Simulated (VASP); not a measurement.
# Adsorption sites of N on Co(0001), part 2 of 8

Where does N sit on Co(0001), and how strongly does it bind?

VASP 6.6.1, plane waves and PAW; the level of theory is named at each step.

Still holding for the runs below: The magnetic state follows from one typed start and may not be the lowest.

So far. Step 3 (The bulk reference, job self-consistent run, k-mesh …): The run ends at a pressure of 0.23 GPa.

## Step 4: Surface relaxation

Level of this step: RPBE, spin-polarised from a ferromagnetic start; plane waves and PAW (Co) (VASP).

System of this step: Co(0001). The cell holds 12 atoms: 12 Co. Its edges and angles: a = 5.024 Å, b = 5.024 Å, c = 19.069 Å, α = 90.0°, β = 90.0°, γ = 60.0°. It derives from Co. 3 layers of hcp Co, cut at this functional's lattice. Vacuum lies along c.

The free atoms relax, while those held by selective dynamics keep their cut positions.

INCAR

```
SYSTEM = Co
PREC = Normal
ENCUT = 440
EDIFF = 1E-05
NELM = 120
ISMEAR = 1
SIGMA = 0.15
LREAL = .FALSE.
ALGO = Fast
GGA = RP
NBANDS = 86
ISPIN = 2
MAGMOM = 2 2 2 2 2 2 2 2 2 2 2 2
LASPH = .TRUE.
LMAXMIX = 4
LORBIT = 11
LWAVE = .FALSE.
LCHARG = .FALSE.
KPAR = 4
IBRION = 2
NSW = 40
ISIF = 2
EDIFFG = -0.03
POTIM = 0.4
MAXMIX = 40
IDIPOL = 3
LDIPOL = .TRUE.
DIPOL = 0.5 0.5 0.5
```

POSCAR

```
Co
1.0
    5.0237193640      0.0000000000      0.0000000000
    2.5118596820      4.3506685907      0.0000000000
    0.0000000000      0.0000000000     19.0686182875
Co
12
Selective dynamics
Direct
    0.0000000000      0.0000000000      0.3933163800  F F F
    0.5000000000      0.0000000000      0.3933163800  F F F
    0.0000000000      0.5000000000      0.3933163800  F F F
    0.5000000000      0.5000000000      0.3933163800  F F F
    0.8333333300      0.3333333300      0.5000000000  T T T
    0.3333333300      0.3333333300      0.5000000000  T T T
    0.8333333300      0.8333333300      0.5000000000  T T T
    0.3333333300      0.8333333300      0.5000000000  T T T
    0.0000000000      0.0000000000      0.6066836200  T T T
    0.5000000000      0.0000000000      0.6066836200  T T T
    0.0000000000      0.5000000000      0.6066836200  T T T
    0.5000000000      0.5000000000      0.6066836200  T T T
```

KPOINTS

```
Automatic mesh
0
Gamma
6 6 1
0 0 0
```

PAW data sets: Co (PBE family, release 64).

Started as:

```
> mpirun -np 4 vasp_std
```

The log of the run:

```text
[banner, memory and clock lines left out]
running    4 mpi-ranks, on    1 nodes
 distrk:  each k-point on    1 cores,    4 groups
 distr:  one band on    1 cores,    1 groups

 POSCAR found type information on POSCAR Co
 POSCAR found :  1 types and      12 ions
 [... a notice as in an earlier step ...]

 LDA part: xc-table for (Slater+PW92), standard interpolation
 POSCAR, INCAR and KPOINTS ok, starting setup
 FFT: planning ... GRIDC
 FFT: planning ... GRID_SOFT
 FFT: planning ... GRID
 WAVECAR not read
 entering main loop
       N       E                     dE             d eps       ncg     rms          rms(c)
DAV:   1     0.761617928195E+03    0.76162E+03   -0.41057E+04  2408   0.111E+03
DAV:   2    -0.257852370946E+02   -0.78740E+03   -0.72817E+03  2408   0.277E+02
DAV:   3    -0.819232780753E+02   -0.56138E+02   -0.50924E+02  2578   0.107E+02
DAV:   4    -0.831304447816E+02   -0.12072E+01   -0.12017E+01  2648   0.182E+01
DAV:   5    -0.831647799251E+02   -0.34335E-01   -0.34334E-01  3612   0.185E+00    0.328E+01
RMM:   6    -0.994326656499E+02   -0.16268E+02   -0.11842E+02  2416   0.636E+01    0.757E+01
RMM:   7    -0.893498246984E+02    0.10083E+02   -0.45354E+01  2425   0.371E+01    0.507E+01
RMM:   8    -0.716821273854E+02    0.17668E+02   -0.10586E+01  2425   0.197E+01    0.167E+01
RMM:   9    -0.714447131889E+02    0.23741E+00   -0.21626E+00  2430   0.635E+00    0.110E+01
RMM:  10    -0.712627955490E+02    0.18192E+00   -0.97585E-01  2437   0.485E+00    0.403E+00
RMM:  11    -0.722526614416E+02   -0.98987E+00   -0.41968E-01  2433   0.283E+00    0.137E+01
RMM:  12    -0.715484346813E+02    0.70423E+00   -0.29942E-01  2431   0.283E+00    0.211E+00
RMM:  13    -0.720320408562E+02   -0.48361E+00   -0.18499E-01  2443   0.143E+00    0.895E-01
RMM:  14    -0.723462023941E+02   -0.31416E+00   -0.79416E-02  2460   0.773E-01    0.738E-01
RMM:  15    -0.727369951247E+02   -0.39079E+00   -0.11632E-01  2503   0.795E-01    0.364E-01
RMM:  16    -0.728512568999E+02   -0.11426E+00   -0.52534E-02  2463   0.454E-01    0.377E-01
RMM:  17    -0.728982587436E+02   -0.47002E-01   -0.23810E-02  2480   0.310E-01    0.214E-01
RMM:  18    -0.729274742815E+02   -0.29216E-01   -0.76001E-03  2513   0.191E-01    0.186E-01
RMM:  19    -0.729419594334E+02   -0.14485E-01   -0.30829E-03  2468   0.122E-01    0.128E-01
RMM:  20    -0.729548077712E+02   -0.12848E-01   -0.11333E-03  2450   0.967E-02    0.874E-02
RMM:  21    -0.729591825639E+02   -0.43748E-02   -0.30056E-04  2435   0.650E-02    0.925E-02
RMM:  22    -0.729634567579E+02   -0.42742E-02   -0.28003E-04  2279   0.388E-02    0.339E-02
RMM:  23    -0.729664504909E+02   -0.29937E-02   -0.27036E-04  2144   0.314E-02    0.216E-02
RMM:  24    -0.729678593485E+02   -0.14089E-02   -0.11485E-04  1869   0.213E-02    0.767E-03
RMM:  25    -0.729682263985E+02   -0.36705E-03   -0.36265E-05  1671   0.139E-02    0.615E-03
RMM:  26    -0.729683553944E+02   -0.12900E-03   -0.14119E-05  1533   0.104E-02    0.481E-03
RMM:  27    -0.729684370076E+02   -0.81613E-04   -0.98339E-06  1449   0.830E-03    0.199E-03
RMM:  28    -0.729684705546E+02   -0.33547E-04   -0.48495E-06  1329   0.553E-03    0.202E-03
RMM:  29    -0.729684772336E+02   -0.66790E-05   -0.18923E-06  1228   0.391E-03
   1 F= -.72968477E+02 E0= -.72972120E+02  d E =-.729685E+02  mag=    21.1087
 curvature:   0.00 expect dE= 0.000E+00 dE for cont linesearch  0.000E+00
 trial: gam= 0.00000 g(F)=  0.563E-02 g(S)=  0.000E+00 ort = 0.000E+00 (trialstep = 0.100E+01)
 search vector abs. value=  0.563E-02
 bond charge predicted
       N       E                     dE             d eps       ncg     rms          rms(c)
DAV:   1    -0.729704487043E+02   -0.19781E-02   -0.85748E-01  2538   0.273E+00    0.453E-01
RMM:   2    -0.729698048580E+02    0.64385E-03   -0.11312E-02  2424   0.581E-01    0.267E-01
RMM:   3    -0.729731401880E+02   -0.33353E-02   -0.33139E-03  2532   0.254E-01    0.620E-02
RMM:   4    -0.729730944076E+02    0.45780E-04   -0.91253E-04  2868   0.119E-01    0.434E-02
RMM:   5    -0.729729782992E+02    0.11611E-03   -0.75310E-05  2049   0.347E-02    0.274E-02
RMM:   6    -0.729730756605E+02   -0.97361E-04   -0.28698E-05  1776   0.199E-02    0.113E-02
RMM:   7    -0.729732608351E+02   -0.18517E-03   -0.13474E-05  1584   0.129E-02    0.616E-03
RMM:   8    -0.729733382121E+02   -0.77377E-04   -0.44973E-06  1469   0.804E-03    0.418E-03
RMM:   9    -0.729735166434E+02   -0.17843E-03   -0.51849E-06  1419   0.541E-03    0.458E-03
RMM:  10    -0.729736351826E+02   -0.11854E-03   -0.49282E-06  1389   0.455E-03    0.261E-03
RMM:  11    -0.729736856911E+02   -0.50509E-04   -0.25551E-06  1236   0.355E-03    0.138E-03
RMM:  12    -0.729736962501E+02   -0.10559E-04   -0.46024E-07   988   0.242E-03    0.999E-04
RMM:  13    -0.729736989900E+02   -0.27399E-05   -0.15396E-07   697   0.186E-03
   2 F= -.72973699E+02 E0= -.72977104E+02  d E =-.522176E-02  mag=    21.1000
[...]
3 F= -.72982595E+02 E0= -.72985416E+02  d E =-.141178E-01  mag=    21.0767
[...]
4 F= -.72980137E+02 E0= -.72981968E+02  d E =-.116602E-01  mag=    21.0315
[...]
5 F= -.72985149E+02 E0= -.72987518E+02  d E =-.166718E-01  mag=    21.0579
[...]
6 F= -.72991080E+02 E0= -.72993216E+02  d E =-.593132E-02  mag=    21.0476
 trial-energy change:   -0.005931  1 .order   -0.005894   -0.006840   -0.004948
 step:   6.8569(harm=  6.8569)  dis= 0.00000  next Energy=   -72.997513 (dE=-0.124E-01)
 bond charge predicted
       N       E                     dE             d eps       ncg     rms          rms(c)
DAV:   1    -0.729209701340E+02    0.70118E-01   -0.20595E+01  2408   0.136E+01    0.249E+00
RMM:   2    -0.729873179839E+02   -0.66348E-01   -0.24127E-01  2415   0.300E+00    0.343E-01
RMM:   3    -0.729939037746E+02   -0.65858E-02   -0.69232E-02  2531   0.115E+00    0.121E-01
RMM:   4    -0.729965447717E+02   -0.26410E-02   -0.17549E-02  3052   0.504E-01    0.187E-01
RMM:   5    -0.729965422010E+02    0.25707E-05   -0.51874E-04  2471   0.775E-02    0.142E-01
RMM:   6    -0.729966140510E+02   -0.71850E-04   -0.10796E-04  2313   0.450E-02    0.107E-01
RMM:   7    -0.729966625794E+02   -0.48528E-04   -0.67130E-05  2203   0.354E-02    0.768E-02
RMM:   8    -0.729966805595E+02   -0.17980E-04   -0.34077E-05  1886   0.227E-02    0.532E-02
RMM:   9    -0.729966750106E+02    0.55489E-05   -0.12918E-05  1653   0.146E-02
   7 F= -.72996675E+02 E0= -.72998194E+02  d E =-.115260E-01  mag=    21.0142
 curvature:  -5.35 expect dE=-0.771E-03 dE for cont linesearch -0.189E-03
 trial: gam= 0.00000 g(F)=  0.144E-03 g(S)=  0.000E+00 ort =-0.446E-03 (trialstep = 0.289E+01)
 search vector abs. value=  0.144E-03
 reached required accuracy - stopping structural energy minimisation
```

Wall time 5.5 min (4 MPI ranks of Intel Xeon 6975P-C (Granite Rapids), shared host); peak memory 2.1 GiB.

OUTCAR, selected parts (step 4):

```text
  LATTYP: Found a hexagonal cell.
 ALAT       =     5.0237193640
 C/A-ratio  =     3.7957172577

 Subroutine GETGRP returns: Found 12 space group operations
 (whereof 12 operations were pure point group operations)

The static configuration has the point symmetry D_3h.

 Found      7 irreducible k-points:

   k-points           NKPTS =      7   k-points in BZ     NKDIM =      7   number of bands    NBANDS=     86

   dimension x,y,z NGX =    28 NGY =   28 NGZ =   98
   dimension x,y,z NGXF=    56 NGYF=   56 NGZF=  196

   ENCUT  =  440.0 eV  32.34 Ry    5.69 a.u.   8.59  8.59 32.61*2*pi/ulx,y,z

   NELECT =     108.0000    total number of electrons

 dipolmoment           0.000000      0.000000      0.000992 electrons x Angstroem

 E-fermi :   0.0984

 spin component 1
 k-point     1 :       0.0000    0.0000    0.0000
  band No.  band energies     occupation
    ...
     59      -0.5494      1.00000
     60      -0.5494      1.00000
     61      -0.5483      1.00000
     62      -0.5483      1.00000
     63      -0.5483      1.00000
     64       0.4401     -0.00295
     65       1.1818     -0.00000
     66       1.1818     -0.00000
     67       1.1818     -0.00000
     68       1.9204     -0.00000
    ...

 k-point     2 :       0.1667    0.0000    0.0000
  band No.  band energies     occupation
    ...
     60      -0.6423      1.00000
     61      -0.6413      1.00000
     62      -0.6413      1.00000
     63      -0.4590      1.00000
     64      -0.0693      1.03344
     65       0.9310     -0.00000
     66       1.0740     -0.00000
     67       1.1534     -0.00000
     68       1.1534     -0.00000
     69       2.1096     -0.00000
    ...

 k-point     3 :       0.3333    0.0000    0.0000
  band No.  band energies     occupation
    ...
     60      -0.8922      1.00000
     61      -0.7958      1.00000
     62      -0.6768      1.00000
     63      -0.6768      1.00000
     64      -0.4001      1.00001
     65       0.3298     -0.02571
     66       1.2143     -0.00000
     67       1.2143     -0.00000
     68       2.2875     -0.00000
     69       2.3512     -0.00000
    ...

 k-point     4 :       0.5000    0.0000    0.0000
  band No.  band energies     occupation
    ...
     60      -1.0321      1.00000
     61      -0.8575      1.00000
     62      -0.8575      1.00000
     63      -0.6712      1.00000
     64      -0.6712      1.00000
     65       1.2556     -0.00000
     66       1.2556     -0.00000
     67       1.2932     -0.00000
     68       1.2932     -0.00000
     69       2.4340     -0.00000
    ...

  Total       -4.8823265     -4.8823265     -0.5548836     -0.0000000      0.0000000      0.0000000
  in kB      -18.7688130    -18.7688130     -2.1331034     -0.0000000      0.0000000      0.0000000
  external PRESSURE =     -13.2235765 kB  Pullay stress =       0.0000000 kB

  energy-cutoff  :      440.00
  volume of cell :      416.77
      direct lattice vectors                 reciprocal lattice vectors
     5.023719364  0.000000000  0.000000000     0.199055705 -0.114924865  0.000000000
     2.511859682  4.350668591  0.000000000     0.000000000  0.229849730  0.000000000
     0.000000000  0.000000000 19.068618288     0.000000000  0.000000000  0.052442185

 POSITION                                       TOTAL-FORCE (eV/Angst)
 -----------------------------------------------------------------------------------
      0.00000      0.00000      7.50000         0.000000     -0.000000     -0.016845
      2.51186      0.00000      7.50000        -0.000000     -0.000000     -0.016845
      1.25593      2.17533      7.50000        -0.000000      0.000000     -0.016845
      3.76779      2.17533      7.50000        -0.000000     -0.000000     -0.016845
      5.02372      1.45022      9.49464        -0.000000      0.000000      0.028321
      2.51186      1.45022      9.49464        -0.000000      0.000000      0.028321
      6.27965      3.62556      9.49464        -0.000000      0.000000      0.028321
      3.76779      3.62556      9.49464         0.000000     -0.000000      0.028321
      0.00000      0.00000     11.49695         0.000000      0.000000     -0.011476
      2.51186      0.00000     11.49695        -0.000000      0.000000     -0.011476
      1.25593      2.17533     11.49695         0.000000      0.000000     -0.011476
      3.76779      2.17533     11.49695        -0.000000      0.000000     -0.011476
 -----------------------------------------------------------------------------------
    total drift:                                0.000001      0.000001      0.006864

  FREE ENERGIE OF THE ION-ELECTRON SYSTEM (eV)
  ---------------------------------------------------
  free  energy   TOTEN  =       -72.9966750106 eV

  energy  without entropy=      -73.0012312694  energy(sigma->0) =      -72.99819376

 vacuum level on the upper side and lower side of the slab         4.428         4.459

 total charge
# of ion       s       p       d       tot
------------------------------------------
    1        0.478   0.396   7.218   8.092
    2        0.478   0.396   7.218   8.092
    3        0.478   0.396   7.218   8.092
    4        0.478   0.396   7.218   8.092
    5        0.484   0.516   7.250   8.250
    6        0.484   0.516   7.250   8.250
    7        0.484   0.516   7.250   8.250
    8        0.484   0.516   7.250   8.250
    9        0.477   0.395   7.216   8.088
   10        0.477   0.395   7.216   8.088
   11        0.477   0.395   7.216   8.088
   12        0.477   0.395   7.216   8.088
--------------------------------------------------
tot          5.756   5.228  86.736  97.719

 magnetization (x)
# of ion       s       p       d       tot
------------------------------------------
    1       -0.010  -0.046   1.850   1.794
    2       -0.010  -0.046   1.850   1.794
    3       -0.010  -0.046   1.850   1.794
    4       -0.010  -0.046   1.850   1.794
    5       -0.015  -0.054   1.821   1.752
    6       -0.015  -0.054   1.821   1.752
    7       -0.015  -0.054   1.821   1.752
    8       -0.015  -0.054   1.821   1.752
    9       -0.010  -0.046   1.852   1.796
   10       -0.010  -0.046   1.852   1.796
   11       -0.010  -0.046   1.852   1.796
   12       -0.010  -0.046   1.852   1.796
--------------------------------------------------
tot         -0.141  -0.584  22.095  21.370

[... 1 part as in an earlier step ...]

[... 11 further parts left out ...]
```

CONTCAR:

```
Co
   1.00000000000000
     5.0237193639999997    0.0000000000000000    0.0000000000000000
     2.5118596819999999    4.3506685906999998    0.0000000000000000
     0.0000000000000000    0.0000000000000000   19.0686182875000014
  Co
    12
Selective dynamics
Direct
     0.0000000000000000    0.0000000000000000    0.3933163800000017   F   F   F
     0.5000000000000000    0.0000000000000000    0.3933163800000017   F   F   F
     0.0000000000000000    0.5000000000000000    0.3933163800000017   F   F   F
     0.5000000000000000    0.5000000000000000    0.3933163800000017   F   F   F
     0.8333333300000021    0.3333333300000021    0.4979196777215225   T   T   T
     0.3333333300000021    0.3333333300000021    0.4979196777215225   T   T   T
     0.8333333300000021    0.8333333300000021    0.4979196777215225   T   T   T
     0.3333333300000021    0.8333333300000021    0.4979196777215225   T   T   T
     0.0000000000000000    0.0000000000000000    0.6029254175218469   T   T   T
     0.5000000000000000    0.0000000000000000    0.6029254175218469   T   T   T
     0.0000000000000000    0.5000000000000000    0.6029254175218469   T   T   T
     0.5000000000000000    0.5000000000000000    0.6029254175218469   T   T   T
```

The run keeps the 6 symmetry operations of its start, so it cannot find a distortion of lower symmetry.

Relaxation path:

| step | energy less that of the first step (eV) | largest force (eV/Å) |
| --- | --- | --- |
| 1 | 0.0000 | 0.1910 |
| 2 | -0.0052 | 0.1602 |
| 3 | -0.0141 | 0.0932 |
| 4 | -0.0117 | 0.2560 |
| 5 | -0.0167 | 0.1500 |
| 6 | -0.0226 | 0.1088 |
| 7 | -0.0282 | 0.0283 |

The atoms that moved most (Å):

| atom | dx | dy | dz | length |
| --- | --- | --- | --- | --- |
| Co12 | 0.000 | 0.000 | -0.072 | 0.072 |
| Co11 | 0.000 | 0.000 | -0.072 | 0.072 |
| Co10 | 0.000 | 0.000 | -0.072 | 0.072 |
| Co9 | 0.000 | 0.000 | -0.072 | 0.072 |
| Co8 | 0.000 | 0.000 | -0.040 | 0.040 |
| Co7 | 0.000 | 0.000 | -0.040 | 0.040 |
| Co6 | 0.000 | 0.000 | -0.040 | 0.040 |
| Co5 | 0.000 | 0.000 | -0.040 | 0.040 |

The relaxed structure:

```cif
data_structure
_symmetry_space_group_name_H-M 'P 1'
_symmetry_Int_Tables_number 1
_cell_length_a 5.0237
_cell_length_b 5.0237
_cell_length_c 19.0686
_cell_angle_alpha 90.000
_cell_angle_beta 90.000
_cell_angle_gamma 60.000
_cell_volume 416.77
loop_
_atom_site_label
_atom_site_type_symbol
_atom_site_fract_x
_atom_site_fract_y
_atom_site_fract_z
_atom_site_occupancy
Co1 Co 0.00000 0.00000 0.39332 1
Co2 Co 0.50000 0.00000 0.39332 1
Co3 Co 0.00000 0.50000 0.39332 1
Co4 Co 0.50000 0.50000 0.39332 1
Co5 Co 0.83333 0.33333 0.49792 1
Co6 Co 0.33333 0.33333 0.49792 1
Co7 Co 0.83333 0.83333 0.49792 1
Co8 Co 0.33333 0.83333 0.49792 1
Co9 Co 0.00000 0.00000 0.60293 1
Co10 Co 0.50000 0.00000 0.60293 1
Co11 Co 0.00000 0.50000 0.60293 1
Co12 Co 0.50000 0.50000 0.60293 1
```

This step gave:

```yaml
electronic_cycles: 83
electrons: 108
free_energy_toten: -72.9967 eV
energy_at_zero_smearing: -72.9982 eV
fermi_energy: 0.0984 eV
moment_of_the_cell_from_the_last_line_of_the_log: 21.01 μB
dipole_moment: 0, 0, 9.92e-4 e·Å
```

Spin moment in the PAW sphere by atom:

| atom | spin moment in the PAW sphere (μB) |
| --- | --- |
| Co1 | 1.79 |
| Co2 | 1.79 |
| Co3 | 1.79 |
| Co4 | 1.79 |
| Co5 | 1.75 |
| Co6 | 1.75 |
| Co7 | 1.75 |
| Co8 | 1.75 |
| Co9 | 1.80 |
| Co10 | 1.80 |
| Co11 | 1.80 |
| Co12 | 1.80 |

The run ended after 7 ionic steps, 0.028 eV below its first step, once the forces on the free atoms met EDIFFG = -0.03.

(Continued in part 3 of 8.)

[Lines on the potential files, build, host, timing and source positions are cut from VASP's logs without a mark.]

[Logs are printed without paths, hosts, clocks, repeated set-up lines and the standing remarks that a program may print on its own settings, such as how far it seeks lower states.]

[Hosts, paths, dates, database ids (printed as entryN), source tags and the programs' standing remarks are cut or masked in the printed files.]

[Runs that stopped without an error message from VASP are left out.]
